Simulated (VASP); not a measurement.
Output of a VASP run:

### OUTCAR
```
 ion  position               nearest neighbor table
   1  0.000  0.000  0.000-   2 2.91   2 2.91   2 2.91   2 2.91   2 2.91   2 2.91   2 2.91   2 2.91
  LATTYP: Found a simple cubic cell.
 ALAT       =     3.3568793153
 Subroutine PRICEL returns:
 Original cell was already a primitive cell.
 Subroutine GETGRP returns: Found 48 space group operations
The static configuration has the point symmetry O_h .
The dynamic configuration has the point symmetry O_h .
 Subroutine INISYM returns: Found 48 space group operations
 Subroutine IBZKPT returns following result:
 Found     56 irreducible k-points:

 Following reciprocal coordinates:
            Coordinates               Weight
  0.000000  0.000000  0.000000      1.000000
  0.100000  0.000000  0.000000      6.000000
  0.200000  0.000000  0.000000      6.000000
  0.300000  0.000000  0.000000      6.000000
  0.400000  0.000000  0.000000      6.000000
  0.500000  0.000000  0.000000      3.000000
  0.100000  0.100000  0.000000     12.000000
  0.200000  0.100000  0.000000     24.000000
  0.300000  0.100000  0.000000     24.000000
  0.400000  0.100000  0.000000     24.000000
  0.500000  0.100000  0.000000     12.000000
  0.200000  0.200000  0.000000     12.000000
  0.300000  0.200000  0.000000     24.000000
  0.400000  0.200000  0.000000     24.000000
  0.500000  0.200000  0.000000     12.000000
  0.300000  0.300000  0.000000     12.000000
  0.400000  0.300000  0.000000     24.000000
  0.500000  0.300000  0.000000     12.000000
  0.400000  0.400000  0.000000     12.000000
  0.500000  0.400000  0.000000     12.000000
  0.500000  0.500000  0.000000      3.000000
  0.100000  0.100000  0.100000      8.000000
  0.200000  0.100000  0.100000     24.000000
  0.300000  0.100000  0.100000     24.000000
  0.400000  0.100000  0.100000     24.000000
  0.500000  0.100000  0.100000     12.000000
  0.200000  0.200000  0.100000     24.000000
  0.300000  0.200000  0.100000     48.000000
  0.400000  0.200000  0.100000     48.000000
  0.500000  0.200000  0.100000     24.000000
  0.300000  0.300000  0.100000     24.000000
  0.400000  0.300000  0.100000     48.000000
  0.500000  0.300000  0.100000     24.000000
  0.400000  0.400000  0.100000     24.000000
  0.500000  0.400000  0.100000     24.000000
  0.500000  0.500000  0.100000      6.000000
  0.200000  0.200000  0.200000      8.000000
  0.300000  0.200000  0.200000     24.000000
  0.400000  0.200000  0.200000     24.000000
  0.500000  0.200000  0.200000     12.000000
   k-points           NKPTS =     56   k-points in BZ     NKDIM =     56   number of bands    NBANDS=     12
   number of dos      NEDOS =    301   number of ions     NIONS =      2
   total plane-waves  NPLWV =  13824
   dimension x,y,z NGX =    24 NGY =   24 NGZ =   24
   dimension x,y,z NGXF=    48 NGYF=   48 NGZF=   48
   ions per type =               1   1
   PREC   = accura    normal or accurate (medium, high low for compatibility)
   ISTART =      0    job   : 0-new  1-cont  2-samecut
   ICHARG =      2    charge: 1-file 2-atom 10-const
   ISPIN  =      1    spin polarized calculation?
   LNONCOLLINEAR =      F non collinear calculations
   LSORBIT =      F    spin-orbit coupling
   INIWAV =      1    electr: 0-lowe 1-rand  2-diag
   ENCUT  =  400.0 eV  29.40 Ry    5.42 a.u.   5.47  5.47  5.47*2*pi/ulx,y,z
   NELM   =    100;   NELMIN=  2; NELMDL= -5     # of ELM steps
   EDIFF  = 0.1E-05   stopping-criterion for ELM
   LREAL  =      F    real-space projection
   NLSPLINE    = F    spline interpolate recip. space projectors
   LMAXMIX     =    4 max onsite mixed and CHGCAR
   VOSKOWN=      0    Vosko Wilk Nusair interpolation
   EDIFFG = -.1E-01   stopping-criterion for IOM
   NSW    =     60    number of steps for IOM
   NBLOCK =      1;   KBLOCK =     60    inner block; outer block
   IBRION =      2    ionic relax: 0-MD 1-quasi-New 2-CG
   NFREE  =      1    steps in history (QN), initial steepest desc. (CG)
...
```

OSZICAR:
```
...
DAV:   1     0.710502087614E+02    0.71050E+02   -0.76247E+03  1344   0.111E+03
DAV:   2    -0.411497565597E+02   -0.11220E+03   -0.10852E+03  1572   0.303E+02
DAV:   3    -0.466224350306E+02   -0.54727E+01   -0.52930E+01  2208   0.569E+01
DAV:   4    -0.467811634768E+02   -0.15873E+00   -0.15839E+00  1680   0.916E+00
DAV:   5    -0.467878675624E+02   -0.67041E-02   -0.67040E-02  2044   0.138E+00    0.137E+01
DAV:   6    -0.387374986652E+02    0.80504E+01   -0.63306E+00  1868   0.220E+01    0.363E+00
DAV:   7    -0.392227260044E+02   -0.48523E+00   -0.10978E+00  1448   0.100E+01    0.164E+00
DAV:   8    -0.392400405850E+02   -0.17315E-01   -0.33833E-01  1808   0.455E+00    0.853E-01
DAV:   9    -0.390624637847E+02    0.17758E+00   -0.19764E-01  1408   0.483E+00    0.579E-01
DAV:  10    -0.392727632217E+02   -0.21030E+00   -0.26102E-01  1464   0.504E+00    0.176E-01
DAV:  11    -0.392788242622E+02   -0.60610E-02   -0.10442E-02  1564   0.953E-01    0.140E-01
DAV:  12    -0.392766541349E+02    0.21701E-02   -0.12847E-03  1816   0.312E-01    0.191E-01
DAV:  13    -0.392787488396E+02   -0.20947E-02   -0.15490E-03  1396   0.382E-01    0.447E-02
DAV:  14    -0.392791975533E+02   -0.44871E-03   -0.36617E-04  1488   0.182E-01    0.440E-02
DAV:  15    -0.392791527417E+02    0.44812E-04   -0.80482E-05  1844   0.601E-02    0.224E-02
DAV:  16    -0.392793510424E+02   -0.19830E-03   -0.13982E-04  1548   0.139E-01    0.108E-02
DAV:  17    -0.392793547707E+02   -0.37283E-05   -0.35115E-05  1920   0.403E-02    0.824E-03
DAV:  18    -0.392793552089E+02   -0.43821E-06   -0.11771E-06   940   0.101E-02
   1 F= -.39279355E+02 E0= -.39278949E+02  d E =-.392794E+02
       N       E                     dE             d eps       ncg     rms          rms(c)
DAV:   1    -0.392813824549E+02   -0.20277E-02   -0.78061E-02  1356   0.317E+00    0.444E-01
DAV:   2    -0.392794824694E+02    0.19000E-02   -0.64065E-03  1420   0.956E-01    0.138E-01
DAV:   3    -0.392792738698E+02    0.20860E-03   -0.14598E-03  1812   0.351E-01    0.526E-02
DAV:   4    -0.392792153677E+02    0.58502E-04   -0.39017E-04  1840   0.173E-01    0.208E-02
DAV:   5    -0.392793176249E+02   -0.10226E-03   -0.17732E-04  1784   0.128E-01    0.247E-02
DAV:   6    -0.392793333509E+02   -0.15726E-04   -0.41294E-05  1908   0.601E-02    0.882E-03
DAV:   7    -0.392793403060E+02   -0.69551E-05   -0.21829E-05  1568   0.467E-02    0.398E-03
DAV:   8    -0.392793413566E+02   -0.10506E-05   -0.17503E-06  1132   0.116E-02    0.174E-03
DAV:   9    -0.392793416253E+02   -0.26872E-06   -0.22569E-07   676   0.476E-03
   2 F= -.39279342E+02 E0= -.39278939E+02  d E =0.135836E-04
       N       E                     dE             d eps       ncg     rms          rms(c)
DAV:   1    -0.392799661549E+02   -0.62480E-03   -0.20309E-02  1364   0.162E+00    0.225E-01
DAV:   2    -0.392794818972E+02    0.48426E-03   -0.16910E-03  1424   0.489E-01    0.707E-02
DAV:   3    -0.392794297370E+02    0.52160E-04   -0.38143E-04  1804   0.179E-01    0.266E-02
DAV:   4    -0.392794121952E+02    0.17542E-04   -0.98411E-05  1828   0.872E-02    0.107E-02
DAV:   5    -0.392794349305E+02   -0.22735E-04   -0.44656E-05  1816   0.631E-02    0.126E-02
DAV:   6    -0.392794332261E+02    0.17044E-05   -0.10085E-05  1820   0.299E-02    0.443E-03
DAV:   7    -0.392794347362E+02   -0.15102E-05   -0.60748E-06  1488   0.241E-02    0.187E-03
DAV:   8    -0.392794350195E+02   -0.28327E-06   -0.40011E-07   684   0.617E-03
   3 F= -.39279435E+02 E0= -.39279031E+02  d E =-.798106E-04
```

**OUTCAR**
```
------------------------ aborting loop because EDIFF is reached ----------------------------------------
  FORCE on cell =-STRESS in cart. coord.  units (eV):
  Direction    XX          YY          ZZ          XY          YZ          ZX
  --------------------------------------------------------------------------------------
  Total        0.0023179      0.0023179      0.0023179      0.0000000      0.0000000     -0.0000000
  in kB        0.0984051      0.0984051      0.0984051      0.0000000      0.0000000     -0.0000000
  external PRESSURE =       0.0984051 kB  Pullay stress =       0.0000000 kB
  volume of cell :       37.74
      direct lattice vectors                 reciprocal lattice vectors
     3.354274555 -0.000000000  0.000000000     0.298127057  0.000000000 -0.000000000
    -0.000000000  3.354274555 -0.000000000     0.000000000  0.298127057 -0.000000000
     0.000000000  0.000000000  3.354274555    -0.000000000  0.000000000  0.298127057
 POSITION                                       TOTAL-FORCE (eV/Angst)
 -----------------------------------------------------------------------------------
      0.00000      0.00000      0.00000         0.000000      0.000000      0.000000
      1.67714      1.67714      1.67714        -0.000000     -0.000000      0.000000
 -----------------------------------------------------------------------------------
    total drift:                                0.000000      0.000000      0.000000
  FREE ENERGIE OF THE ION-ELECTRON SYSTEM (eV)
  ---------------------------------------------------
  free  energy   TOTEN  =       -39.2794350195 eV

  energy  without entropy=      -39.2782227499  energy(sigma->0) =      -39.27903093

 reached required accuracy - stopping structural energy minimisation
```
(Selected blocks of OUTCAR.)

### POSCAR
```
ZrAs
1
    3.3568793153     0.0000000000    -0.0000000000
    0.0000000000     3.3568793153     0.0000000000
   -0.0000000000    -0.0000000000     3.3568793153
Zr As
1 1
Direct
  0.0000000000   0.0000000000   0.0000000000
  0.5000000000   0.5000000000   0.5000000000
```

Problem. Reconstruct the remaining input files.

Solution. This is not unique; one that fits is the input of the run itself, r2SCAN meta-GGA, plane waves, VASP's PBE PAW potentials (set 64).

INCAR:
```
SYSTEM = ZrAs
PREC = Accurate; ENCUT = 400; LREAL = .FALSE.
LASPH = .TRUE.
EDIFF = 1E-6; NELM = 100; ALGO = Normal
LMAXMIX = 4; LMIXTAU = .TRUE.
ISMEAR = 1; SIGMA = 0.1
METAGGA = R2SCAN
IBRION = 2; NSW = 60; ISIF = 3
EDIFFG = -0.01
LWAVE = .FALSE.; LCHARG = .FALSE.
```

### KPOINTS
```
Automatic mesh
0
Gamma
10 10 10
0 0 0
```

POTCAR, in this order: Zr_sv As (PBE.64 set). Program: vasp_std.

The structure was generated: ZrAs was put into the CsCl type type (Pm-3m), which need not be its known phase. This run relaxes it. Symmetry was kept, so distortions that lower it aren't found. The start is the result of an earlier pass. The electron count is odd and the run is not spin-polarised, which forces a metal.
